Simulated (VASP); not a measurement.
Level of theory: LDA (Ceperley-Alder, Perdew-Zunger), VASP's LDA PAW potentials (set 64) (plane waves; VASP 6.6.1).

VASP ran on this input.

INCAR:
```
! general
SYSTEM =Bi2Te3
PREC   =Accurate
ENCUT  =520
LREAL  =.False.   ! projection in real space or not
LASPH  =.True.

! electronic loop
EDIFF  =1E-6   ! SCF stop (eV)
NELM   =100   ! most electronic steps
ALGO   =Normal   ! blocked Davidson
LMAXMIX=4   ! l cut-off of mixed one-centre charges

! smearing
ISMEAR =0   ! Gaussian
SIGMA  =0.05

! ions
IBRION =2   ! conjugate gradients
NSW    =60   ! most ionic steps
ISIF   =3   ! ions, shape and volume
EDIFFG =-0.02

! output
LWAVE  =.False.
LCHARG =.False.
```

POSCAR:
```
Bi2Te3
1
   10.0450043495    -2.1752063296    -0.0158612322
   10.0450043495     2.1752063296    -0.0158612322
    9.5798747292     0.0000000000     3.7228853877
Bi Te
2 3
Direct
  0.4000752556   0.4000752556   0.4000752556
  0.5999247444   0.5999247444   0.5999247444
  0.0000000000   0.0000000000   1.0000000000
  0.2089849268   0.2089849268   0.2089849268
  0.7910150732   0.7910150732   0.7910150732
```

**KPOINTS**
```
Automatic mesh
0
Gamma
  6 6 6
0 0 0
```

POTCAR, in this order: Bi_d Te (LDA.64 set). Program: vasp_std.

Output

OUTCAR:
```
 ion  position               nearest neighbor table
   1  0.400  0.400  0.400-   5 3.05   5 3.05   5 3.05   3 3.21   3 3.21   3 3.21
   2  0.600  0.600  0.600-   4 3.05   4 3.05   4 3.05   3 3.21   3 3.21   3 3.21
   3  0.000  0.000  0.000-   2 3.21   2 3.21   1 3.21   1 3.21   2 3.21   1 3.21
   4  0.209  0.209  0.209-   2 3.05   2 3.05   2 3.05   5 3.57   5 3.57   5 3.57
   5  0.791  0.791  0.791-   1 3.05   1 3.05   1 3.05   4 3.57   4 3.57   4 3.57
  LATTYP: Found a trigonal (rhomboedric) cell.
 ALAT       =    10.2778347202
 COS(alpha) =     0.9104165527
 Subroutine PRICEL returns:
 Original cell was already a primitive cell.
 Subroutine GETGRP returns: Found 12 space group operations
The static configuration has the point symmetry D_3d.
The dynamic configuration has the point symmetry D_3d.
 Subroutine INISYM returns: Found 12 space group operations
 Subroutine IBZKPT returns following result:
 Found     32 irreducible k-points:

 Following reciprocal coordinates:
            Coordinates               Weight
  0.000000  0.000000  0.000000      1.000000
  0.166667 -0.000000 -0.000000      6.000000
  0.333333  0.000000 -0.000000      6.000000
  0.500000 -0.000000 -0.000000      3.000000
  0.166667  0.166667 -0.000000      6.000000
  0.333333  0.166667 -0.000000     12.000000
  0.500000  0.166667 -0.000000     12.000000
 -0.333333  0.166667  0.000000     12.000000
 -0.166667  0.166667  0.000000      6.000000
  0.333333  0.333333 -0.000000      6.000000
  0.500000  0.333333 -0.000000     12.000000
 -0.333333  0.333333  0.000000      6.000000
  0.500000  0.500000 -0.000000      3.000000
  0.166667  0.166667  0.166667      2.000000
  0.333333  0.166667  0.166667      6.000000
  0.500000  0.166667  0.166667      6.000000
 -0.333333  0.166667  0.166667      6.000000
 -0.166667  0.166667  0.166667      6.000000
  0.333333  0.333333  0.166667      6.000000
  0.500000  0.333333  0.166667     12.000000
 -0.333333  0.333333  0.166667     12.000000
 -0.166667  0.333333  0.166667     12.000000
  0.500000  0.500000  0.166667      6.000000
 -0.333333  0.500000  0.166667     12.000000
 -0.166667  0.500000  0.166667      6.000000
 -0.333333 -0.333333  0.166667      6.000000
  0.333333  0.333333  0.333333      2.000000
  0.500000  0.333333  0.333333      6.000000
 -0.333333  0.333333  0.333333      6.000000
  0.500000  0.500000  0.333333      6.000000
 -0.333333  0.500000  0.333333      6.000000
  0.500000  0.500000  0.500000      1.000000
   k-points           NKPTS =     32   k-points in BZ     NKDIM =     32   number of bands    NBANDS=     28
   number of dos      NEDOS =    301   number of ions     NIONS =      5
   total plane-waves  NPLWV = 512000
   dimension x,y,z NGX =    80 NGY =   80 NGZ =   80
   dimension x,y,z NGXF=   160 NGYF=  160 NGZF=  160
   ions per type =               2   3
   PREC   = accura    normal or accurate (medium, high low for compatibility)
   ISTART =      0    job   : 0-new  1-cont  2-samecut
   ICHARG =      2    charge: 1-file 2-atom 10-const
   ISPIN  =      1    spin polarized calculation?
   LNONCOLLINEAR =      F non collinear calculations
   LSORBIT =      F    spin-orbit coupling
   INIWAV =      1    electr: 0-lowe 1-rand  2-diag
   ENCUT  =  520.0 eV  38.22 Ry    6.18 a.u.  19.11 19.11 19.11*2*pi/ulx,y,z
   NELM   =    100;   NELMIN=  2; NELMDL= -5     # of ELM steps
   EDIFF  = 0.1E-05   stopping-criterion for ELM
   LREAL  =      F    real-space projection
   NLSPLINE    = F    spline interpolate recip. space projectors
   LMAXMIX     =    4 max onsite mixed and CHGCAR
   VOSKOWN=      0    Vosko Wilk Nusair interpolation
   EDIFFG = -.2E-01   stopping-criterion for IOM
   NSW    =     60    number of steps for IOM
   NBLOCK =      1;   KBLOCK =     60    inner block; outer block
...
```

File OSZICAR:
```
       N       E                     dE             d eps       ncg     rms          rms(c)
DAV:   1     0.446586642556E+03    0.44659E+03   -0.22082E+04  1792   0.167E+03
DAV:   2     0.307019985978E+02   -0.41588E+03   -0.40618E+03  1888   0.420E+02
DAV:   3    -0.194728787430E+02   -0.50175E+02   -0.47623E+02  2316   0.155E+02
DAV:   4    -0.217625933223E+02   -0.22897E+01   -0.22634E+01  2044   0.331E+01
DAV:   5    -0.218788949336E+02   -0.11630E+00   -0.11614E+00  2560   0.779E+00    0.834E+00
DAV:   6    -0.216146740966E+02    0.26422E+00   -0.60785E-01  2088   0.491E+00    0.618E+00
DAV:   7    -0.216098367224E+02    0.48374E-02   -0.27451E-01  2336   0.238E+00    0.963E-01
DAV:   8    -0.216064976782E+02    0.33390E-02   -0.30959E-02  2052   0.114E+00    0.572E-01
DAV:   9    -0.216057419000E+02    0.75578E-03   -0.77061E-03  2172   0.456E-01    0.313E-01
DAV:  10    -0.216057905948E+02   -0.48695E-04   -0.10231E-03  2048   0.176E-01    0.116E-01
DAV:  11    -0.216057794878E+02    0.11107E-04   -0.14577E-04  2132   0.793E-02    0.360E-02
DAV:  12    -0.216057845193E+02   -0.50315E-05   -0.51679E-05  2272   0.308E-02    0.313E-02
DAV:  13    -0.216057833126E+02    0.12068E-05   -0.41503E-06  1892   0.111E-02    0.670E-03
DAV:  14    -0.216057827506E+02    0.56195E-06   -0.25307E-06  1636   0.866E-03
   1 F= -.21605783E+02 E0= -.21605768E+02  d E =-.216058E+02
       N       E                     dE             d eps       ncg     rms          rms(c)
DAV:   1    -0.216109132482E+02   -0.51299E-02   -0.15485E-01  2240   0.464E+00    0.407E-01
DAV:   2    -0.216067802866E+02    0.41330E-02   -0.89715E-03  2248   0.115E+00    0.164E-01
DAV:   3    -0.216059001693E+02    0.88012E-03   -0.27873E-03  2272   0.590E-01    0.318E-02
DAV:   4    -0.216058823436E+02    0.17826E-04   -0.17707E-04  2748   0.120E-01    0.272E-02
DAV:   5    -0.216058813672E+02    0.97639E-06   -0.11718E-05  2328   0.310E-02    0.146E-02
DAV:   6    -0.216058812205E+02    0.14672E-06   -0.18310E-06  1180   0.996E-03
   2 F= -.21605881E+02 E0= -.21605867E+02  d E =-.984699E-04
       N       E                     dE             d eps       ncg     rms          rms(c)
DAV:   1    -0.216066317858E+02   -0.75042E-03   -0.21161E-02  2248   0.170E+00    0.151E-01
DAV:   2    -0.216060622351E+02    0.56955E-03   -0.12475E-03  2248   0.429E-01    0.613E-02
DAV:   3    -0.216059420720E+02    0.12016E-03   -0.37759E-04  2268   0.217E-01    0.120E-02
DAV:   4    -0.216059394583E+02    0.26137E-05   -0.24932E-05  2704   0.452E-02    0.978E-03
DAV:   5    -0.216059393168E+02    0.14146E-06   -0.12975E-06  1100   0.115E-02
   3 F= -.21605939E+02 E0= -.21605925E+02  d E =-.156566E-03
```

**OUTCAR**
```
------------------------ aborting loop because EDIFF is reached ----------------------------------------
  FORCE on cell =-STRESS in cart. coord.  units (eV):
  Direction    XX          YY          ZZ          XY          YZ          ZX
  --------------------------------------------------------------------------------------
  Total       -0.0463384     -0.0220937     -0.0224690      0.0000000      0.0000000     -0.0030162
  in kB       -0.4534754     -0.2162129     -0.2198852      0.0000000      0.0000000     -0.0295172
  external PRESSURE =      -0.2965245 kB  Pullay stress =       0.0000000 kB
  volume of cell :      163.72
      direct lattice vectors                 reciprocal lattice vectors
    10.051893538 -2.176908652 -0.015994578     0.049539046 -0.229683501 -0.127467030
    10.051893538  2.176908652 -0.015994578     0.049539046  0.229683501 -0.127467030
     9.586399905  0.000000000  3.725677995     0.000425349  0.000000000  0.267313074
 POSITION                                       TOTAL-FORCE (eV/Angst)
 -----------------------------------------------------------------------------------
     11.87866      0.00000      1.47780         0.016650     -0.000000      0.002071
     17.81153      0.00000      2.21589        -0.016650     -0.000000     -0.002071
      0.00000      0.00000      0.00000         0.000000      0.000000      0.000000
      6.20422      0.00000      0.77185        -0.004812     -0.000000     -0.000599
     23.48597      0.00000      2.92184         0.004812     -0.000000      0.000599
 -----------------------------------------------------------------------------------
    total drift:                               -0.000000      0.000000     -0.000000
  FREE ENERGIE OF THE ION-ELECTRON SYSTEM (eV)
  ---------------------------------------------------
  free  energy   TOTEN  =       -21.6059393168 eV

  energy  without entropy=      -21.6059104529  energy(sigma->0) =      -21.60592488

 reached required accuracy - stopping structural energy minimisation
```
(Selected blocks of OUTCAR.)

CONTCAR:
```
Bi2Te3
   1.00000000000000
    10.0518935375336369   -2.1769086516459466   -0.0159945783786715
    10.0518935375336369    2.1769086516459466   -0.0159945783786715
     9.5863999050705484    0.0000000000000000    3.7256779950008205
  Bi              Te
     2     3
Direct
     0.4000870481139698    0.4000870481139698    0.4000870481139527
     0.5999129518860302    0.5999129518860302    0.5999129518860473
     0.0000000000000000    0.0000000000000000    0.0000000000000000
     0.2089652984487911    0.2089652984487911    0.2089652984488195
     0.7910347015512089    0.7910347015512089    0.7910347015511805
```

The compound is Bi2Te3 in the tetradymite structure. This run relaxes it. Symmetry was kept, so distortions that lower it aren't found. The start is the result of an earlier pass.
